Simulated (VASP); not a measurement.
Consider the following.

```
FeNi3
1.0
    3.49566     0.00000     0.00000
    0.00000     3.49566     0.00000
    0.00000     0.00000     3.49566
Fe Ni
1 3
Cartesian
  0.00000   0.00000   0.00000
  0.00000   1.74783   1.74783
  1.74783   0.00000   1.74783
  1.74783   1.74783   0.00000
```
Starting moments (μB, in the order of the record's atoms Fe Ni Ni Ni): 2.8 0.6 0.6 0.6.

These are vdW-DF-cx, VASP's PBE PAW potentials (set 64) (plane waves; VASP) values and carry that method's errors. Numerical set-up: 520 eV cut-off, Gaussian smearing of 0.050 eV, potentials Fe Ni.

Problem. Give the spin-up energies of bands 11 to 24 at the high-symmetry points, in eV from the Fermi level.

Solution. 
```csv
band,Γ,X,M,R
11,-1.60,-2.50,-2.99,-2.62
12,-1.60,-2.08,-2.99,-2.62
13,-0.77,-1.88,-2.61,-0.84
14,-0.77,-1.88,-1.93,-0.84
15,-0.74,-1.70,-1.84,-0.74
16,-0.60,-1.70,-1.84,-0.74
17,-0.60,-1.60,-1.65,-0.74
18,-0.60,-1.53,-1.65,-0.72
19,-0.53,-1.32,-1.49,-0.72
20,-0.53,-1.03,-1.48,-0.72
21,-0.53,-0.60,0.88,-0.54
22,2.30,-0.53,0.88,-0.54
23,2.30,7.77,0.95,-0.54
24,2.30,7.77,0.96,-0.43
```

Problem. Give the spin-down energies of bands 11 to 24 at the high-symmetry points, in eV from the Fermi level.

Solution. 
```csv
band,Γ,X,M,R
11,-0.60,-1.53,-2.20,-1.50
12,-0.60,-1.27,-1.82,-1.50
13,-0.01,-1.01,-1.28,-0.52
14,0.27,-1.01,-1.28,-0.43
15,0.27,-0.91,-1.28,-0.43
16,0.27,-0.41,-0.83,-0.43
17,0.99,-0.17,-0.73,0.05
18,0.99,-0.17,0.14,0.05
19,1.30,0.27,0.14,0.05
20,1.30,0.45,0.31,0.82
21,1.30,0.58,1.48,0.82
22,2.38,1.28,1.48,0.82
23,2.38,8.16,2.43,1.11
24,2.38,8.16,2.53,1.11
```

It has no gap at this level: it comes out as a metal or semimetal.

The compound is Ni3Fe in the L1_2 structure. It was relaxed first.
